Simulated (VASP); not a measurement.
An input for Ansatz (written as the equivalent of a VASP run, and not itself run):

Ansatz 0.2 input:
```yaml
crystal:
  lattice:
    - [1.1450000, -1.9831980, 0.0000000]
    - [1.1450000, 1.9831980, 0.0000000]
    - [0.0000000, 0.0000000, 3.5800000]
  atoms:
    - { symbol: Be, position: [0.3333330, 0.6666670, 0.2500000] }
    - { symbol: Be, position: [0.6666670, 0.3333330, 0.7500000] }
kpoints:
  mp_grid: { grid: [14, 14, 8] }
hamiltonian:
  xc: pbe
  pseudopotentials: { kind: paw }
scf:
  occupations: { method: methfessel_paxton, width: 0.1 }
  max_iter: 100
output: { forces: true, stress: true, eigenvalues: true }
```

Q: Translate this input to VASP (INCAR, KPOINTS, POSCAR, choice of POTCAR).

A: Several could match; the one computed here: 
### INCAR
```
! general
SYSTEM = Be
PREC   = Accurate
ENCUT  = 400
LREAL  = F   ! projection in real space or not
LASPH  = T   ! aspherical one-centre terms

! electronic loop
EDIFF  = 1E-6
NELM   = 100   ! most electronic steps
ALGO   = Normal   ! blocked Davidson

! smearing
ISMEAR = 1   ! Methfessel-Paxton
SIGMA  = 0.1   ! width (eV)

! functional
GGA    = PE

! ions
ISIF   = 2   ! forces and stress, cell fixed

! output
LWAVE  = F
LCHARG = F
```

### KPOINTS
```
Automatic mesh
0
Gamma
14 14 8
0 0 0
```

File POSCAR:
```
Be
1.0
  1.1450000000  -1.9831980000   0.0000000000
  1.1450000000   1.9831980000   0.0000000000
  0.0000000000   0.0000000000   3.5800000000
Be
2
Cartesian
  1.1450000000   0.6610673221   0.8950000000
  1.1450000000  -0.6610673221   2.6850000000
```

POTCAR, in this order: Be (PBE.64 set). Program: vasp_std.

What does not carry over: each code has its own PAW files, so the cut-off isn't converted (ENCUT is set for VASP's; basis.ecutwfc is left out, and Ansatz then takes the one that its files recommend); Ansatz stops its SCF on the density residual and VASP on the energy change (EDIFF).

The compound is Be in the hcp structure. The cell was not relaxed at this level.
